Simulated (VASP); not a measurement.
All values below come from LDA (Ceperley-Alder, Perdew-Zunger), VASP's LDA PAW potentials (set 64) (plane waves; VASP 6.6.1).

VASP input:

### KPOINTS
```
Automatic
0
gamma
 7 7 7
```

INCAR:
```
SYSTEM = CeO2
PREC = Accurate; ENCUT = 620; LREAL = .FALSE.
LASPH = .TRUE.
EDIFF = 1E-6; NELM = 100; ALGO = Normal
LMAXMIX = 6
ISMEAR = 0; SIGMA = 0.05
IBRION = 2; NSW = 40; ISIF = 3
EDIFFG = -0.02; PSTRESS = 200
LWAVE = .FALSE.; LCHARG = .FALSE.
```

File POSCAR:
```
CeO2
1.0
  0.0000000000   2.6414094096   2.6414094096
  2.6414094096   0.0000000000   2.6414094096
  2.6414094096   2.6414094096   0.0000000000
Ce O
1 2
direct
  0.0000000000   0.0000000000   0.0000000000
  0.2500000000   0.2500000000   0.2500000000
  0.7500000000   0.7500000000   0.7500000000
```

POTCAR, in this order: Ce O (LDA.64 set). Program: vasp_std.

The run wrote:

OSZICAR:
```
       N       E                     dE             d eps       ncg     rms          rms(c)
DAV:   1     0.231652686294E+03    0.23165E+03   -0.12913E+04   640   0.220E+03
DAV:   2     0.469565483038E+01   -0.22696E+03   -0.21375E+03   920   0.319E+02
DAV:   3    -0.328103626816E+02   -0.37506E+02   -0.35149E+02   776   0.157E+02
DAV:   4    -0.340520568116E+02   -0.12417E+01   -0.12414E+01   992   0.308E+01
DAV:   5    -0.341435889383E+02   -0.91532E-01   -0.91528E-01  1080   0.623E+00    0.145E+03
DAV:   6    -0.312700771275E+02    0.28735E+01   -0.80041E+01   928   0.584E+01    0.228E+02
DAV:   7    -0.448916389925E+02   -0.13622E+02   -0.42433E+02   936   0.255E+02    0.794E+02
DAV:   8    -0.400816953125E+02    0.48099E+01   -0.15511E+01   904   0.494E+01    0.576E+02
DAV:   9    -0.334954560880E+02    0.65862E+01   -0.97286E+00   968   0.272E+01    0.526E+02
DAV:  10    -0.352406842823E+02   -0.17452E+01   -0.89231E-01  1096   0.105E+01    0.620E+02
DAV:  11    -0.331858448685E+02    0.20548E+01   -0.61253E-01  1040   0.886E+00    0.551E+02
DAV:  12    -0.289511367136E+02    0.42347E+01   -0.10220E+01   976   0.308E+01    0.111E+02
DAV:  13    -0.290139334908E+02   -0.62797E-01   -0.73416E-01   976   0.564E+00    0.153E+02
DAV:  14    -0.288218529975E+02    0.19208E+00   -0.75568E-01   984   0.809E+00    0.204E+01
DAV:  15    -0.288954551671E+02   -0.73602E-01   -0.26536E-01  1016   0.466E+00    0.131E+02
DAV:  16    -0.288383107993E+02    0.57144E-01   -0.16641E+00   952   0.109E+01    0.939E+01
DAV:  17    -0.288282139110E+02    0.10097E-01   -0.97133E-01   960   0.870E+00    0.660E+01
DAV:  18    -0.288220154633E+02    0.61984E-02   -0.57052E-01   952   0.635E+00    0.649E+01
DAV:  19    -0.288097050747E+02    0.12310E-01   -0.27613E-01   976   0.461E+00    0.243E+01
DAV:  20    -0.288091974509E+02    0.50762E-03   -0.82133E-02   976   0.245E+00    0.249E+01
DAV:  21    -0.288070267010E+02    0.21707E-02   -0.26014E-02   952   0.143E+00    0.350E+00
DAV:  22    -0.288071012864E+02   -0.74585E-04   -0.29190E-03  1024   0.479E-01    0.604E+00
DAV:  23    -0.288069980841E+02    0.10320E-03   -0.44624E-04   968   0.197E-01    0.223E+00
DAV:  24    -0.288069860327E+02    0.12051E-04   -0.54741E-05  1000   0.650E-02    0.113E+00
DAV:  25    -0.288069856513E+02    0.38143E-06   -0.17767E-06   576   0.109E-02
   1 F= -.24205940E+02 E0= -.24205940E+02  d E =-.242059E+02
       N       E                     dE             d eps       ncg     rms          rms(c)
DAV:   1    -0.301758307887E+02   -0.13688E+01   -0.59331E+01   664   0.827E+01    0.114E+03
DAV:   2    -0.284303687272E+02    0.17455E+01   -0.70933E+00   856   0.279E+01    0.216E+02
DAV:   3    -0.282140901251E+02    0.21628E+00   -0.17654E+00   752   0.971E+00    0.100E+02
DAV:   4    -0.281739353407E+02    0.40155E-01   -0.51224E-01  1088   0.651E+00    0.101E+01
DAV:   5    -0.281995729433E+02   -0.25638E-01   -0.40092E-01  1096   0.602E+00    0.104E+02
DAV:   6    -0.281759598234E+02    0.23613E-01   -0.23224E-01   944   0.444E+00    0.528E+00
DAV:   7    -0.281744536790E+02    0.15061E-02   -0.61463E-03   744   0.757E-01    0.120E+01
DAV:   8    -0.281748677057E+02   -0.41403E-03   -0.37584E-04  1000   0.170E-01    0.524E+00
DAV:   9    -0.281750338343E+02   -0.16613E-03   -0.11006E-03  1008   0.194E-01    0.256E+00
DAV:  10    -0.281750118383E+02    0.21996E-04   -0.14495E-04   952   0.114E-01    0.178E-01
DAV:  11    -0.281750130106E+02   -0.11723E-05   -0.97247E-06  1064   0.173E-02    0.110E-01
DAV:  12    -0.281750130113E+02   -0.67303E-09   -0.15575E-07   360   0.410E-03
   2 F= -.24062744E+02 E0= -.24062744E+02  d E =0.143195E+00
       N       E                     dE             d eps       ncg     rms          rms(c)
DAV:   1    -0.296809323107E+02   -0.15059E+01   -0.26562E+01   640   0.517E+01    0.831E+02
DAV:   2    -0.292619956175E+02    0.41894E+00   -0.15216E+01   848   0.416E+01    0.270E+01
DAV:   3    -0.291653787155E+02    0.96617E-01   -0.13252E+01   920   0.277E+01    0.353E+02
DAV:   4    -0.286938381093E+02    0.47154E+00   -0.64169E+00   952   0.219E+01    0.880E+00
DAV:   5    -0.287624528270E+02   -0.68615E-01   -0.10330E+00   976   0.889E+00    0.164E+02
DAV:   6    -0.286867989163E+02    0.75654E-01   -0.49081E-01  1056   0.588E+00    0.254E+01
DAV:   7    -0.286851744176E+02    0.16245E-02   -0.38505E-02   968   0.161E+00    0.703E+00
DAV:   8    -0.286853390717E+02   -0.16465E-03   -0.13104E-03  1032   0.275E-01    0.512E-01
DAV:   9    -0.286852750695E+02    0.64002E-04   -0.21594E-04   792   0.131E-01    0.258E-01
DAV:  10    -0.286852697148E+02    0.53547E-05   -0.51428E-05  1024   0.720E-02    0.679E-01
DAV:  11    -0.286852695233E+02    0.19146E-06   -0.13347E-06   576   0.106E-02
   3 F= -.24249907E+02 E0= -.24249907E+02  d E =-.439674E-01
       N       E                     dE             d eps       ncg     rms          rms(c)
DAV:   1    -0.286813056110E+02    0.39641E-02   -0.40840E-03   640   0.663E-01    0.930E+00
DAV:   2    -0.286811974396E+02    0.10817E-03   -0.11397E-03   864   0.345E-01    0.151E-01
DAV:   3    -0.286812058552E+02   -0.84156E-05   -0.11678E-03   928   0.277E-01    0.301E+00
DAV:   4    -0.286811617021E+02    0.44153E-04   -0.21936E-04   952   0.131E-01    0.985E-01
DAV:   5    -0.286811579840E+02    0.37181E-05   -0.24975E-05  1104   0.366E-02    0.547E-01
DAV:   6    -0.286811582378E+02   -0.25376E-06   -0.14571E-06   448   0.880E-03
   4 F= -.24249935E+02 E0= -.24249935E+02  d E =-.439951E-01
```

### OUTCAR
```
------------------------ aborting loop because EDIFF is reached ----------------------------------------
  FORCE on cell =-STRESS in cart. coord.  units (eV):
  Direction    XX          YY          ZZ          XY          YZ          ZX
  --------------------------------------------------------------------------------------
  Total        4.4288714      4.4288714      4.4288714     -0.0000000      0.0000000     -0.0000000
  in kB      199.8938415    199.8938415    199.8938415     -0.0000000      0.0000000     -0.0000000
  external PRESSURE =      -0.1061585 kB  Pullay stress =     200.0000000 kB
  volume of cell :       35.50
      direct lattice vectors                 reciprocal lattice vectors
    -0.000000000  2.608503445  2.608503445    -0.191680790  0.191680790  0.191680790
     2.608503445  0.000000000  2.608503445     0.191680790 -0.191680790  0.191680790
     2.608503445  2.608503445  0.000000000     0.191680790  0.191680790 -0.191680790
 POSITION                                       TOTAL-FORCE (eV/Angst)
 -----------------------------------------------------------------------------------
      0.00000      0.00000      0.00000         0.000000     -0.000000      0.000000
      1.30425      1.30425      1.30425         0.000000      0.000000      0.000000
      3.91276      3.91276      3.91276        -0.000000     -0.000000     -0.000000
 -----------------------------------------------------------------------------------
    total drift:                                0.000000     -0.000000      0.000000
  FREE ENERGIE OF THE ION-ELECTRON SYSTEM (eV)
  ---------------------------------------------------
  free  energy   TOTEN  =       -28.6811582378 eV

  energy  without entropy=      -28.6811582378  energy(sigma->0) =      -28.68115824
  enthalpy is  TOTEN    =       -24.2499347634 eV   P V=        4.4312234744

 reached required accuracy - stopping structural energy minimisation
```
(Selected blocks of OUTCAR.)

CONTCAR:
```
CeO2
   1.00000000000000
    -0.0000000000000000    2.6085034450404088    2.6085034450404088
     2.6085034450404088    0.0000000000000000    2.6085034450404088
     2.6085034450404088    2.6085034450404088    0.0000000000000000
  Ce              O
     1     2
Direct
     0.0000000000000000    0.0000000000000000    0.0000000000000000
     0.2500000000000000    0.2500000000000000    0.2500000000000000
     0.7500000000000000    0.7500000000000000    0.7500000000000000
```

OUTCAR:
```
 val. band max:        6.2373047281   @ k =  -0.2857   0.2857   0.0000

 cond. band min:       8.4280924963   @ k =  -0.4286   0.1429   0.0000


 Fermi energy:         6.5316142720

 k-point     1 :       0.0000    0.0000    0.0000
  band No.  band energies     occupation
      1     -25.8667      2.00000
      2     -10.0455      2.00000
      3      -9.1324      2.00000
      4      -7.9045      2.00000
      5      -7.9045      2.00000
      6      -7.9045      2.00000
      7       1.5691      2.00000
      8       1.5691      2.00000
      9       1.5691      2.00000
     10       5.3422      2.00000
     11       5.3422      2.00000
     12       5.3422      2.00000
     13       8.8248      0.00000
     14       8.8248      0.00000
     15       8.8248      0.00000
     16       9.2059      0.00000

 k-point     2 :       0.1429    0.0000    0.0000
  band No.  band energies     occupation
      1     -25.8006      2.00000
      2     -10.8614      2.00000
      3      -9.3389      2.00000
      4      -7.9816      2.00000
      5      -7.9816      2.00000
      6      -7.1134      2.00000
      7       1.7923      2.00000
      8       1.7923      2.00000
      9       2.2215      2.00000
     10       5.1666      2.00000
     11       5.2704      2.00000
     12       5.2704      2.00000
     13       8.7936      0.00000
     14       8.7936      0.00000
     15       8.8272      0.00000
     16       9.2299      0.00000

 k-point     3 :       0.2857    0.0000    0.0000
  band No.  band energies     occupation
      1     -25.6461      2.00000
      2     -12.0235      2.00000
      3      -9.7713      2.00000
      4      -8.1453      2.00000
      5      -8.1453      2.00000
      6      -5.9331      2.00000
      7       2.2413      2.00000
      8       2.2413      2.00000
      9       3.5905      2.00000
     10       4.9568      2.00000
     11       5.2038      2.00000
     12       5.2038      2.00000
     13       8.7148      0.00000
...
```

Energy and stress use the plane-wave basis of the starting cell.

The compound is CeO2 in the fluorite structure. This run relaxes it under an external pressure of 20 GPa. Symmetry was kept, so distortions that lower it aren't found. The run is not spin-polarised, so no magnetic state was tried.
